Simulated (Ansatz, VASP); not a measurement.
# SnAs in two plane-wave programs, part 2 of 2

One calculation is typed for both programs; each brings its own data sets and cutoff. How far apart do they land?

VASP 6.6.1 and Ansatz 0.2.0.

So far: The starting structure; VASP: relaxation of cell and atoms, r2SCAN with rVV10.

### Step 3. Ansatz: relaxation of cell and atoms, r2SCAN with rVV10

Level of this step: Ansatz beside VASP: Kohn-Sham DFT, plane waves, r2SCAN with rVV10 (Ansatz).

Ansatz runs on its default PAW (the set named soft_2) files.

The same cell, functional, mesh and smearing now go to Ansatz, which takes its cutoff from its data sets.

File input.yaml:

```yaml
crystal:
  lattice:
    - [0.0, 2.8768709376, 2.8768709376]
    - [2.8768709376, 0.0, 2.8768709376]
    - [2.8768709376, 2.8768709376, 0.0]
  atoms:
    - { symbol: Sn, position: [0.5, 0.5, 0.5] }
    - { symbol: As, position: [0.0, 0.0, 0.0] }
hamiltonian:
  xc: r2scan
  pseudopotentials: { kind: paw }
  dispersion: rvv10
kpoints:
  mp_grid: { grid: [8, 8, 8] }
scf:
  occupations: { method: gaussian, width: 0.05 }
relax:
  f_tol: 0.01
  max_steps: 60
  cell: { stress_tol: 0.05 }
output:
  forces: true
  stress: true
```

Started as:

```console
$ ansatz run input.yaml --threads 4 --pin off --max-ram 9216MiB --backend cpu --events-out ev --progress --plain --runs-dir out
```

Numbers of over 12 decimals in the logs are rounded to 6 here.

Output:

```text
Engine: ansatz 0.2.0, aarch64-unknown-linux-gnu
Pseudopotentials: kind: paw
Pseudopotential: Sn, paw, valence charge 14, recommended cutoff 500 eV (meta_gga), Sn.paw.azcp
Pseudopotential: As, paw, valence charge 15, recommended cutoff 500 eV (meta_gga), As.paw.azcp
Functional definition: r2SCAN+rVV10
  parameter k0 = 0.174
  parameter k1 = 0.065
  parameter a1 = 4.9479
  exchange = r2scan_x(k0 = k0, k1 = k1, a1 = a1)
  correlation = r2scan_c + rvv10(11.95, 0.0093)
Crystal: 2 atoms, lattice volume = 47.620 Å³
Basis set: ecut = 500 eV, 1243 PW (Γ), exchange–correlation on 144×144×144 points (64 copies of the dense FFT grid, shifted against one another)
Bands: 19, of which v1, the nominal top of the filled ones, is band 15 counted from 1 (14 counted from 0)
Symmetry: 48 space group operations
Space group: Fm-3m (ITA 225), of the structure as read, at distance tolerance 3.6e-5 Å
k-points: 29 of 512
Non-local potential: Sn, projectors of the file, l = 0: 2, l = 1: 2, l = 2: 2, l = 3: 2
Non-local potential: As, projectors of the file, l = 0: 2, l = 1: 2, l = 2: 3, l = 3: 1
PAW form: soft (Blöchl's): semilocal exchange-correlation on the pseudo side does not see the compensation charge
rVV10 density: all electrons in the spheres
PAW frozen core: Sn, regenerated for the run's functional (the file was generated under x = pbe(κ = 0.804, μ = 0.219515), c = pbe(β = 0.066725))
PAW frozen core: As, regenerated for the run's functional (the file was generated under x = pbe(κ = 0.804, μ = 0.219515), c = pbe(β = 0.066725))
PAW one-centre angular grid: Sn, 590 points (default); XC on 249 of its mesh's 2787 points in the sphere
PAW one-centre angular grid: As, 590 points (default); XC on 160 Gauss nodes
Initial density: superposition of atomic densities (neutral atoms: chi_scale 0, normalization atom), corrected by the library's trained network
Initial wavefunctions: pseudopotential atomic-orbital guess
Functional: x = r2scan, c = r2scan + rvv10(b = 11.95, C = 0.0093); τ floored in thin density (d = 2e-4 eV/Å³)
SCF iter   1: F=—  HF=-10900.144180 eV  |F-HF|=—  |Δ(HF+E_count)|=         —  Δρ=4.93e-3  dr2=8.18e-3  dr2_τ=1.63e-3  ethr=1.77e-3  ⟨swp⟩=6.0  Hψ=2669  notcnv=0
preconditioner: auto → Kerker (q_TF=auto, 2.512 Å⁻¹)  [metal: Δε(μ)=0.043 eV  Ē_g=19.145 eV  σ=0.050 eV  W_gap=0.40  n_scr=14 (ndim 8)  ℏωp=23.5 eV  f_vac=0.001  D(μ)=1.64/eV (n_scr^D=14)]
SCF iter   2: F=—  HF=-10900.161563 eV  |F-HF|=—  |Δ(HF+E_count)|=   1.74e-2  Δρ=2.57e-3  dr2=2.80e-3  dr2_τ=3.01e-5  ethr=2.82e-5  ⟨swp⟩=2.0  Hψ=1321  notcnv=0  defer=13
SCF iter   3: F=—  HF=-10900.161341 eV  |F-HF|=—  |Δ(HF+E_count)|=   2.22e-4  Δρ=1.24e-3  dr2=7.56e-4  dr2_τ=6.40e-6  ethr=9.64e-6  ⟨swp⟩=1.0  Hψ=539  notcnv=0  defer=13
SCF iter   4: F=—  HF=-10900.161253 eV  |F-HF|=—  |Δ(HF+E_count)|=   8.83e-5  Δρ=1.94e-4  dr2=1.10e-5  dr2_τ=3.71e-7  ethr=2.61e-6  ⟨swp⟩=2.0  Hψ=652  notcnv=0  defer=13
SCF iter   5: F=—  HF=-10900.161258 eV  |F-HF|=—  |Δ(HF+E_count)|=   5.71e-6  Δρ=5.37e-5  dr2=1.65e-6  dr2_τ=2.33e-8  ethr=3.78e-8  ⟨swp⟩=2.0  Hψ=670  notcnv=0  defer=13
SCF iter   6: F=-10900.161259 eV  HF=-10900.161259 eV  |F-HF|=3.78e-8  |Δ(HF+E_count)|=   2.43e-7  Δρ=1.29e-5  dr2=9.22e-8  dr2_τ=1.85e-9  ethr=3.45e-10  ⟨swp⟩=3.6  Hψ=2320  notcnv=0
SCF 1 converged in 6 iterations: F = -10900.161259 eV  dr2 = 9.22e-8
  greatest PAW one-centre occupation: 0.999 electrons in one spin orbital (limit 2), on the As atom at site 1 (counted from 0), in its partial waves of l = 2
relax step   1: F+E_penalty+E_count = -10900.16125865 eV  Δ(F+E_penalty+E_count) = +0.000e0 eV  max|allowed force component| = 1.117e-29 eV/Å  Δτ_max = 0.0000 Å  P = -0.910 GPa  Ω = 47.620 Å³  (6 SCF iters, dr2 threshold 1.00e-7 eV, accepted)
[...]
relax step   2: F+E_penalty+E_count = -10900.16168322 eV  Δ(F+E_penalty+E_count) = -4.246e-4 eV  max|allowed force component| = 9.696e-30 eV/Å  Δτ_max = 0.0000 Å  P = +0.819 GPa  Ω = 46.477 Å³  energy of the carried Pulay correction = +8.302e-5 eV  (8 SCF iters, dr2 threshold 2.00e-7 eV, accepted)
[...]
relax step   3: F+E_penalty+E_count = -10900.16302265 eV  Δ(F+E_penalty+E_count) = -1.339e-3 eV  max|allowed force component| = 6.311e-30 eV/Å  Δτ_max = 0.0000 Å  P = +0.008 GPa  Ω = 47.011 Å³  energy of the carried Pulay correction = +4.394e-5 eV  (6 SCF iters, dr2 threshold 2.00e-7 eV, accepted)
[...]
relax step   4: F+E_penalty+E_count = -10900.16297900 eV  Δ(F+E_penalty+E_count) = +4.365e-5 eV  max|allowed force component| = 1.081e-29 eV/Å  Δτ_max = 0.0000 Å  P = +0.007 GPa  Ω = 47.011 Å³  stress off target by 6.85e-3 GPa  SCF on the basis re-selected at this cell (its energy is not comparable with the rows above)  (6 SCF iters)
basis re-selected at this cell: Δ(F+E_penalty+E_count) = +4.365e-5 eV, ΔP = -0.001 GPa vs the last step (what re-selecting the basis moved, of the pressure what is left beyond the Pulay correction that the steps carried, after the strain that the cell walked since its last selection, with what the two solves' SCF thresholds leave and, on support functions, any second-order correction that the steps lacked; it is no m [...]
SCF converged after 6 iterations
Free energy (F): -10900.162979 eV
Harris-Foulkes:  -10900.162979 eV  (|F-HF|=0.00e0)
Internal energy: -10900.160758 eV  (E = F + TS)
E sigma→0 (E₀):  -10900.161869 eV
Entropy (-TS):   -0.002221 eV (-1.110 meV/atom)
Fermi energy:    10.918418 eV
--- Per-component energies (eV) ---
  E_band       = -318.833773
  E_kinetic    = 289.561394
  E_local      = -2480.248560  (includes V_loc(G=0)·N_el)
  E_nonlocal   = -702.834461
  E_hartree    = 1448.059676
  E_xc         = -446.009572
  E_vxc        = -188.474572  (∫ρ·V_xc dr)
  E_paw        = -6007.058823  (= ΣΔE_a)
  E_vpaw       = -143.876885  (= ΣTr[D̂ρ^β])
  E_aug_tail   = -0.000004  (compensation charges beyond the density's cutoff)
  E_vtau       = 10.919884  (kinetic-family band-sum trace: ∫τ·v_τ [+ j·A + Jᵃ·Aᵃ] dr)
  E_ewald      = -3000.908320
  E_core_change = -0.722088  (= ΣΔE_core)
  E_smearing   = -0.002221  (= −TS)
  E_closure    = -0.000000  (closes the sum)
  Σ components = -10900.162979   (vs F -10900.162979, Δ=0.00e0)
--- Forces (eV/Å), atoms counted from 1 ---
  atom   1  Sn     0.00000000    -0.00000000    -0.00000000
  atom   2  As    -0.00000000    -0.00000000    -0.00000000
  max |Σ_I F_I| component: 2.04e-29 eV/Å
--- Stress (GPa, compression-positive) ---
        0.006851       0.000000      -0.000000
        0.000000       0.006851      -0.000000
       -0.000000       0.000000       0.006851
  P = ⅓ Tr σ = 0.0069 GPa (0.069 kbar)
--- Relaxed structure (3 steps of the walk, 3 accepted, 1 SCFs on fresh bases) ---
  F+E_penalty+E_count = -10900.16297900 eV   max|allowed force component| = 1.081e-29 eV/Å   (the final SCF, on the basis selected at the relaxed cell)
  cell:  # Å, volume = 47.0115 Å³
    - [0, 2.864560, 2.864560]
    - [2.864560, 0, 2.864560]
    - [2.864560, 2.864560, 0]
  atoms:
    - { symbol: Sn, position: [0.5, 0.5, 0.5] }
    - { symbol: As, position: [0, 0, 0] }
```

The job ended after 7.5 s (4 threads of Arm Neoverse V1, shared host; peak memory 0.58 GiB; 28 s of CPU time).

### Step 4. Differences

Known differences besides the potentials themselves: VASP keeps PBE cores, Ansatz makes them for the functional; both relaxations stop at a tolerance, which leaves soft axes loose, and VASP keeps its plane-wave basis; the data sets hold 29 valence electrons in Ansatz (default PAW (the set named soft_2) files) and 19 in VASP; the cutoff is 500 eV in Ansatz and 400 eV in VASP; Ansatz adds a Pulay correction to the stress that steers its cell, VASP none. Total energies have different zeros and are not compared.

Both answers:

| quantity | Ansatz | VASP | difference |
| --- | --- | --- | --- |
| volume (Å³) | 47.01 | 47.14 | -0.27 % |
| edge a after relaxation, in the typed setting (Å) | 4.051 | 4.055 | -0.09 % |

The walks stopped with 0.01 GPa left in Ansatz and 0.02 GPa in VASP; each walk ends within a tolerance, so the volume difference is uncertain by about these residues over the bulk modulus, most in soft cells.

### Step 5. Summary of results

| Property | Result |
| --- | --- |
| difference in volume (relaxation of cell and atoms, r2SCAN with rVV10) | -0.27 % |

**Reading.** The difference in volume is -0.27 % (relaxation of cell and atoms, r2SCAN with rVV10), within the 1.2 % picked in this series as the mark of a large difference, as far as the stopping tolerances let one tell. Such differences can come from data sets, numerical settings and the points named under the comparisons, not from the functional's error against experiment.

[Lines on the potential files, build, host, timing and source positions are cut from VASP's logs without a mark.]

[Logs are printed without paths, hosts, clocks, repeated set-up lines and the standing remarks that a program may print on its own settings, such as how far it seeks lower states.]

[Hosts, paths, dates, database ids (printed as entryN), source tags and the programs' standing remarks are cut or masked in the printed files.]
